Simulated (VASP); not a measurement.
# NbAl2N3 (P-3m1) in VASP: notebook

One crystal, NbAl2N3, is run at these levels: PBE; tasks: relaxation of cell and atoms.

Program: VASP 6.6.1. These are calculated values, not measurements. Logs are shortened: lines on timing, memory, paths and dates and some standing lists are left out, and cuts for length are marked.

**1. The structure**

The structure is trigonal, space group P-3m1 (No. 164). The conventional cell has a = 3.758 Å, b = 3.758 Å, c = 7.558 Å, α = 90.00°, β = 90.00°, γ = 120.00°. Around Al (site symmetry 3m) lie 6 N at 2.33 to 2.56 Å. Nb (site symmetry -3m) has 6 N at 2.68 Å as nearest neighbours. Around N (site symmetry 3m) lie 3 Al at 2.56 Å and 3 Nb at 2.68 Å. Around N (site symmetry -3m) lie 6 Al at 2.33 Å.

The cell was built by a generator and needn't be a form met in nature.

**2. Relaxation of cell and atoms, PBE**

The input, INCAR:

```
ALGO     = Fast           # electronic algorithm
EDIFF    = 1E-4           # SCF threshold, eV
EDIFFG   = -0.08          # ionic threshold
ENCUT    = 520            # plane-wave cutoff, eV
GGA      = PE             # functional
IBRION   = 2              # ionic algorithm
ISIF     = 3              # what is computed and relaxed
ISMEAR   = 0              # smearing method
KPAR     = 2            
LASPH    = T              # aspherical terms in the spheres
LCHARG   = F              # write CHGCAR
LREAL    = F              # projectors in reciprocal space
LWAVE    = F              # write WAVECAR
NELM     = 60             # most SCF steps
NSW      = 24             # ionic steps
PREC     = Normal         # precision mode
SIGMA    = 0.15           # smearing width, eV
```

The input, KPOINTS:

```
k-points
0
Gamma
  4 4 2
```

The input, POSCAR:

```
NbAl2N3
1.0
    3.7579526400      0.0000000000      0.0000000000
   -1.8789763200      3.2544824600      0.0000000000
    0.0000000000      0.0000000000      7.5578789900
Al Nb N
2 1 3
Direct
    0.3333333300      0.6666666700      0.1108637700
    0.6666666700      0.3333333300      0.8891362300
    0.0000000000      0.0000000000      0.5000000000
    0.3333333300      0.6666666700      0.7084761800
    0.6666666700      0.3333333300      0.2915238200
    0.0000000000      0.0000000000      0.0000000000
```

Potentials or basis: VASP PAW PBE potentials, release 64 (Al, Nb_sv, N).

Started as:

```sh
cat potpaw_PBE.64/Al/POTCAR potpaw_PBE.64/Nb_sv/POTCAR potpaw_PBE.64/N/POTCAR > POTCAR
mpirun -np 2 vasp_std > vasp.out
```

OUTCAR:

```text
EDIFF = 1E-4
   EDIFFG = -0.08
   ENCUT = 520
   GGA = PE
   IBRION = 2
   ISIF = 3
   ISMEAR = 0
   LASPH = T
   LREAL = F
   NELM = 60
   NSW = 24
   PREC = Normal

 ion  position               nearest neighbor table
   1  0.333  0.667  0.111-   6 2.33   6 2.33   6 2.33   5 2.56   5 2.56   5 2.56   2 2.74   2 2.74
                             2 2.74
   2  0.667  0.333  0.889-   6 2.33   6 2.33   6 2.33   4 2.56   4 2.56   4 2.56   1 2.74   1 2.74
                             1 2.74
   3  0.000  0.000  0.500-
   4  0.333  0.667  0.708-   2 2.56   2 2.56   2 2.56
   5  0.667  0.333  0.292-   1 2.56   1 2.56   1 2.56
   6  0.000  0.000  0.000-   1 2.33   2 2.33   2 2.33   1 2.33   2 2.33   1 2.33

  LATTYP: Found a hexagonal cell.
 ALAT       =     3.7579526400
 C/A-ratio  =     2.0111693025

  Lattice vectors:

 A1 = (   3.7579526400,   0.0000000000,   0.0000000000)
 A2 = (  -1.8789763200,   3.2544824600,   0.0000000000)
 A3 = (   0.0000000000,   0.0000000000,   7.5578789900)

Analysis of symmetry for initial positions (statically):
=====================================================================
 Subroutine PRICEL returns:
 Original cell was already a primitive cell.

 Routine SETGRP: Setting up the symmetry group for a
 hexagonal supercell.

 Subroutine GETGRP returns: Found 12 space group operations
 (whereof 12 operations were pure point group operations)
 out of a pool of 24 trial point group operations.

The static configuration has the point symmetry D_3d.

Analysis of symmetry for dynamics (positions and initial velocities):
=====================================================================
 Subroutine PRICEL returns:
 Original cell was already a primitive cell.

 Routine SETGRP: Setting up the symmetry group for a
 hexagonal supercell.

 Subroutine GETGRP returns: Found 12 space group operations
 (whereof 12 operations were pure point group operations)
 out of a pool of 24 trial point group operations.

The dynamic configuration has the point symmetry D_3d.

 Subroutine INISYM returns: Found 12 space group operations
 (whereof 12 operations are pure point group operations),
 and found     1 'primitive' translations

----------------------------------------------------------------------------------------

                                     Primitive cell

  volume of cell :      92.4343

  direct lattice vectors                    reciprocal lattice vectors
     3.757952640  0.000000000  0.000000000     0.266102342  0.153634259  0.000000000
    -1.878976320  3.254482460  0.000000000     0.000000000  0.307268517  0.000000000
     0.000000000  0.000000000  7.557878990     0.000000000  0.000000000  0.132312253

  length of vectors
     3.757952640  3.757952647  7.557878990     0.307268518  0.307268517  0.132312253

  position of ions in fractional coordinates (direct lattice)
     0.333333330  0.666666670  0.110863770
     0.666666670  0.333333330  0.889136230
     0.000000000  0.000000000  0.500000000
     0.333333330  0.666666670  0.708476180
     0.666666670  0.333333330  0.291523820
     0.000000000  0.000000000  0.000000000

  ion indices of the primitive-cell ions
   primitive index   ion index
                 1           1
                 2           2
                 3           3
                 4           4
                 5           5
                 6           6

----------------------------------------------------------------------------------------

 KPOINTS: k-points

Automatic generation of k-mesh.
 Grid dimensions read from file:
 generate k-points for:    4    4    2

 Generating k-lattice:

  Cartesian coordinates                     Fractional coordinates (reciprocal lattice)
     0.066525586  0.038408565  0.000000000     0.250000000  0.000000000  0.000000000
     0.000000000  0.076817129  0.000000000     0.000000000  0.250000000  0.000000000
     0.000000000  0.000000000  0.066156127     0.000000000  0.000000000  0.500000000

  Length of vectors
     0.076817129  0.076817129  0.066156127

  Shift w.r.t. Gamma in fractional coordinates (k-lattice)
     0.000000000  0.000000000  0.000000000

 Subroutine IBZKPT returns following result:
 ===========================================

 Found      8 irreducible k-points:

 Following reciprocal coordinates:
            Coordinates               Weight
  0.000000  0.000000  0.000000      1.000000
  0.250000 -0.000000  0.000000      6.000000
  0.500000 -0.000000  0.000000      3.000000
  0.250000  0.250000  0.000000      6.000000
  0.000000  0.000000  0.500000      1.000000
  0.250000 -0.000000  0.500000      6.000000
  0.500000 -0.000000  0.500000      3.000000
  0.250000  0.250000  0.500000      6.000000
   k-points           NKPTS =      8   k-points in BZ     NKDIM =      8   number of bands    NBANDS=     21
   number of dos      NEDOS =    301   number of ions     NIONS =      6
   total plane-waves  NPLWV =  24192
   dimension x,y,z NGX =    24 NGY =   24 NGZ =   42
   dimension x,y,z NGXF=    48 NGYF=   48 NGZF=   84
   ions per type =               2   1   3
   NGX,Y,Z   is equivalent  to a cutoff of  10.62, 10.62,  9.24 a.u.
   NGXF,Y,Z  is equivalent  to a cutoff of  21.23, 21.23, 18.48 a.u.
 SYSTEM =  unknown system
   PREC   = normal    normal or accurate (medium, high low for compatibility)
   ISTART =      0    job   : 0-new  1-cont  2-samecut
   ICHARG =      2    charge: 1-file 2-atom 10-const
   ISPIN  =      1    spin polarized calculation?
   LNONCOLLINEAR =      F non collinear calculations
   LSORBIT =      F    spin-orbit coupling
   LASPH  =      T    aspherical Exc in radial PAW
   ENCUT  =  520.0 eV  38.22 Ry    6.18 a.u.   6.99  6.99 14.05*2*pi/ulx,y,z
   NELM   =     60;   NELMIN=  2; NELMDL= -5     # of ELM steps
   EDIFF  = 0.1E-03   stopping-criterion for ELM
   LREAL  =      F    real-space projection
   EDIFFG = -.8E-01   stopping-criterion for IOM
   NSW    =     24    number of steps for IOM
   IBRION =      2    ionic relax: 0-MD 1-quasi-New 2-CG
   NFREE  =      1    steps in history (QN), initial steepest desc. (CG)
   ISIF   =      3    stress and relaxation
   ISYM   =      2    0-nonsym 1-usesym 2-fastsym
   POTIM  = 0.5000    time-step for ionic-motion
   TEBEG  =    0.0;   TEEND  =   0.0 temperature during run
   PSTRESS=    0.0 pullay stress
   NELECT =      34.0000    total number of electrons
   NUPDOWN=      -1.0000    fix difference up-down
   EMIN   =  10.00;   EMAX   =-10.00  energy-range for DOS
   EFERMI =   0.00;   METHOD = LEGACY
   ISMEAR =     0;   SIGMA  =   0.15  broadening in eV -4-tet -1-fermi 0-gaus
   EFERMI_NEDOS =   21; number of points for ismear=-14 and -15
   IALGO  =     68    algorithm
   IMIX   =      4    mixing-type and parameters
     AMIX     =   0.40;   BMIX     =  1.00
     AMIX_MAG =   1.60;   BMIX_MAG =  1.00
  volume/ion in A,a.u.               =      15.41       103.96
  Fermi-wavevector in a.u.,A,eV,Ry     =   1.172979  2.216608 18.719967  1.375879
  Thomas-Fermi vector in A             =   2.309399
   LORBIT       =      0    0 simple, 1 ext, 2 COOP (PROOUT), +10 PAW based schemes
   GGA     = PE    functional components
   LHFCALC =     F    Hartree Fock is set to
   AEXX    =    0.0000 exact exchange contribution
   IVDW    =     0    specifies the selected vdW correction
   LEPSILON=     F    determine dielectric tensor
   LRPA    =     F    only Hartree local field effects (RPA)
 conjugate gradient relaxation of ions
 non-spin polarized calculation
 RMM-DIIS sequential band-by-band and
 Gauss-broadening in eV      SIGMA  =   0.15
  energy-cutoff  :      520.00
  volume of cell :       92.43
 maximum number of plane-waves:      2513
   NGX = 13   NGY = 13   NGZ = 29

--------------------------------------- Ionic step        1  -------------------------------------------

 number of electron      33.9999992 magnetization

 Free energy of the ion-electron system (eV)
  ---------------------------------------------------
  ext. energy  EPLUGINS =         0.00000000
  ---------------------------------------------------
  free energy    TOTEN  =       -38.10219181 eV

  energy without entropy =      -38.05610379  energy(sigma->0) =      -38.07914780

 E-fermi :   5.7423     XC(G=0): -10.2641

 val. band max:        5.7228583700   @ k =   0.0000   0.0000   0.0000
 cond. band min:       5.7469287926   @ k =   0.2500  -0.0000   0.0000
 fundamental gap:      0.0240704226
 Fermi energy:         5.7423364427

 k-point     1 :       0.0000    0.0000    0.0000
  band No.  band energies     occupation
      1     -50.8624      2.00000
      2     -26.7667      2.00000
      3     -26.7667      2.00000
      4     -26.6967      2.00000
      5      -9.2847      2.00000
      6      -7.3076      2.00000
[... 294 lines left out ...]
  FREE ENERGIE OF THE ION-ELECTRON SYSTEM (eV)
  ---------------------------------------------------
  free  energy   TOTEN  =       -46.5083852569 eV

  energy  without entropy=      -46.4631979351  energy(sigma->0) =      -46.48579160

[... ionic steps 4 to 9 ...]

--------------------------------------- Ionic step       10  -------------------------------------------

 number of electron      34.0000002 magnetization

------------------------ aborting loop because EDIFF is reached ----------------------------------------

  FORCE on cell =-STRESS in cart. coord.  units (eV):
  Direction    XX          YY          ZZ          XY          YZ          ZX
  --------------------------------------------------------------------------------------
  -------------------------------------------------------------------------------------
  Total       -0.7651947     -0.7651947     -0.2472451     -0.0000000      0.0000000      0.0000000
  in kB      -21.9765083    -21.9765083     -7.1009175     -0.0000000      0.0000000      0.0000000
  external PRESSURE =     -17.0179780 kB  Pullay stress =       0.0000000 kB
[... 65 lines left out ...]
  energy  without entropy=      -49.2771712712  energy(sigma->0) =      -49.27785941

--------------------------------------- Ionic step       12  -------------------------------------------

 number of electron      33.9999999 magnetization

 Free energy of the ion-electron system (eV)
  ---------------------------------------------------
  ext. energy  EPLUGINS =         0.00000000
  ---------------------------------------------------
  free energy    TOTEN  =       -49.28025338 eV

  energy without entropy =      -49.27919263  energy(sigma->0) =      -49.27972301

 E-fermi :  11.9774     XC(G=0): -12.6303

 val. band max:       11.6999865455   @ k =   0.2500   0.2500   0.5000
 cond. band min:      12.2577676150   @ k =   0.2500   0.2500   0.0000
 fundamental gap:      0.5577810694
 Fermi energy:        11.9773763137

 k-point     1 :       0.0000    0.0000    0.0000
  band No.  band energies     occupation
      1     -43.9066      2.00000
      2     -20.1917      2.00000
      3     -19.3358      2.00000
      4     -19.3358      2.00000
      5      -6.4393      2.00000
      6      -4.4904      2.00000
[... 214 lines left out ...]
  FREE ENERGIE OF THE ION-ELECTRON SYSTEM (eV)
  ---------------------------------------------------
  free  energy   TOTEN  =       -49.2802533839 eV

  energy  without entropy=      -49.2791926271  energy(sigma->0) =      -49.27972301

 reached required accuracy - stopping structural energy minimisation
```

It took 55 s on 2 MPI ranks of Intel Xeon Platinum 8488C (Sapphire Rapids), shared host; peak memory 0.16 GiB.

What came out:

| Item | Value |
| --- | --- |
| Free energy | -49.2803 eV |
| Relaxed volume | 9.20 Å³/atom |
| Relaxed cell | a = 2.899 Å, b = 2.899 Å, c = 7.579 Å, α = 90.00°, β = 90.00°, γ = 120.00° |
| Space group after relaxing (to 0.05 Å) | P-3m1 (No. 164) |
| Energy gained by relaxing | 1863.0 meV/atom |
| Ionic steps | 12 |
| Pressure after relaxing | 1.1 GPa |
| Largest force after relaxing | 0.009 eV/Å |
| Band gap on the k mesh | 0.56 eV, indirect (least direct gap 0.66 eV) |

Forces on the atoms (eV/Å):
```
Al   0.000  0.000 -0.009
Al   0.000  0.000  0.009
Nb   0.000  0.000  0.000
N    0.000  0.000  0.008
N    0.000  0.000 -0.008
N    0.000  0.000  0.000
```

Stress tensor (GPa, compression positive):
```
1.12 0.00 0.00
0.00 1.12 0.00
0.00 0.00 0.97
```

The path:
```tsv
step	energy change (eV)	largest force (eV/Å)	pressure (GPa)	volume (Å³)
1	0.0000	2.1897	-36.68	92.43
2	-8.3587	7.7240	22.45	52.56
3	-8.4062	7.4950	13.15	54.11
4	-6.0097	9.0784	108.71	44.40
5	-10.2772	1.0637	34.69	50.09
6	-10.5059	2.2366	-20.18	61.01
7	-11.0937	1.1935	-0.88	55.61
8	-11.0940	1.1610	-0.43	55.50
9	-11.1674	0.4980	-2.13	55.87
10	-11.1763	0.0935	-1.70	55.79
11	-11.1764	0.0704	-1.75	55.78
12	-11.1781	0.0086	1.07	55.18
```

Final structure:
```
CELL_PARAMETERS angstrom
2.89930 0.00000 0.00000
-1.44965 2.51087 0.00000
0.00000 0.00000 7.57937
ATOMIC_POSITIONS crystal
Al 0.33333 0.66667 0.15494
Al 0.66667 0.33333 0.84506
Nb 0.00000 0.00000 0.50000
N 0.33333 0.66667 0.69635
N 0.66667 0.33333 0.30365
N 0.00000 0.00000 0.00000
```

Levels at points of the mesh, in eV from the valence-band top:
| k point | band 13 | band 14 | band 15 | band 16 | band 17 | band 18 | band 19 | band 20 | band 21 |
| --- | --- | --- | --- | --- | --- | --- | --- | --- | --- |
| (0.00, 0.00, 0.00) | -2.20 | -1.70 | -1.41 | -1.41 | -0.94 | 0.63 | 0.63 | 3.41 | 3.41 |
| (0.50, 0.00, 0.00) | -3.82 | -3.71 | -2.82 | -2.59 | -2.31 | 2.96 | 3.83 | 4.41 | 4.48 |
| (0.00, 0.00, 0.50) | -1.83 | -1.83 | -1.78 | -1.78 | -0.14 | 0.67 | 0.67 | 3.45 | 3.45 |
| (0.50, 0.00, 0.50) | -4.22 | -3.67 | -2.98 | -2.92 | -2.04 | 3.54 | 3.92 | 4.48 | 4.59 |

Caveat: the k mesh is coarse (spacing up to 0.48 Å⁻¹), so the values aren't converged; the volume moved by over 15 % at a fixed basis, so the end points are rough; the relaxation stopped at a loose force limit of 0.08 eV/Å, so its end isn't a converged minimum.

**3. Relaxation of cell and atoms, PBE**

This run uses another cell than the first one, of 12.79 Å³/atom, 0.830 times its volume.

INCAR is that of step 2.

The input, KPOINTS:

```
k-points
0
Gamma
  5 5 2
```

The input, POSCAR:

```
NbAl2N3
1.0
    3.5381618700      0.0000000000      0.0000000000
   -1.7690809300      3.0641380600      0.0000000000
    0.0000000000      0.0000000000      7.0780092000
Al Nb N
2 1 3
Direct
    0.0000000000      0.0000000000      0.7105726100
    0.0000000000      0.0000000000      0.2894273900
    0.0000000000      0.0000000000      0.0000000000
    0.5000000000      0.0000000000      0.5000000000
    0.0000000000      0.5000000000      0.5000000000
    0.5000000000      0.5000000000      0.5000000000
```

Potentials or basis: VASP PAW PBE potentials, release 64 (Al, Nb_sv, N).

Started as:

```sh
cat potpaw_PBE.64/Al/POTCAR potpaw_PBE.64/Nb_sv/POTCAR potpaw_PBE.64/N/POTCAR > POTCAR
mpirun -np 2 vasp_std > vasp.out
```

It took 28 s on 2 MPI ranks of Intel Xeon Platinum 8488C (Sapphire Rapids), shared host; peak memory 0.15 GiB.

Results (log left out):

```yaml
Free_energy: -31.8493 eV
Relaxed_volume: 14.60 Å³/atom
Relaxed_cell: a = 3.502 Å, b = 3.502 Å, c = 8.251 Å, α = 90.00°, β = 90.00°, γ = 120.00°
Space_group_after_relaxing_to_0.05_Å: P6/mmm (No. 191)
Energy_gained_by_relaxing: 716.4 meV/atom
Ionic_steps: 8
Pressure_after_relaxing: -0.1 GPa
Largest_force_after_relaxing: 0.016 eV/Å
Band_gap_on_the_k_mesh: none (metal or under the smearing width)
```

Forces on the atoms (eV/Å):
```
Al   0.000  0.000  0.016
Al   0.000  0.000 -0.016
Nb   0.000  0.000  0.000
N    0.000  0.000  0.000
N    0.000  0.000  0.000
N    0.000  0.000  0.000
```

Stress tensor (GPa, compression positive):
```
-0.04  0.00  0.00
 0.00 -0.04  0.00
 0.00  0.00 -0.23
```

Step by step:
```csv
step,energy change (eV),largest force (eV/Å),pressure (GPa),volume (Å³)
1,0.0000,8.6248,20.92,76.74
2,-3.1525,2.4795,-0.98,94.44
3,-4.2511,1.0257,1.29,87.16
4,-4.2592,0.9025,1.47,86.85
5,-4.2628,0.7501,1.77,86.49
6,-4.2932,0.1487,-0.89,88.34
7,-4.2978,0.0909,-0.25,87.85
8,-4.2985,0.0157,-0.10,87.62
```

Final structure:
```
CELL_PARAMETERS angstrom
3.50182 0.00000 0.00000
-1.75091 3.03266 0.00000
0.00000 0.00000 8.25055
ATOMIC_POSITIONS crystal
Al 0.00000 0.00000 0.67651
Al 0.00000 0.00000 0.32349
Nb 0.00000 0.00000 0.00000
N 0.50000 0.00000 0.50000
N 0.00000 0.50000 0.50000
N 0.50000 0.50000 0.50000
```

Levels at points of the mesh, in eV from the Fermi level:
```
           k point  band 14  band 15  band 16  band 17  band 18  band 19  band 20  band 21
(0.00, 0.00, 0.00)    -2.17    -0.95    -0.95     0.44     0.44     0.62     1.26     1.26
(0.00, 0.00, 0.50)    -1.89    -0.96    -0.96     0.44     0.44     1.27     1.27     1.30
```

Caveat: the k mesh is coarse (spacing up to 0.44 Å⁻¹), so the values aren't converged; the relaxation stopped at a loose force limit of 0.08 eV/Å, so its end isn't a converged minimum.
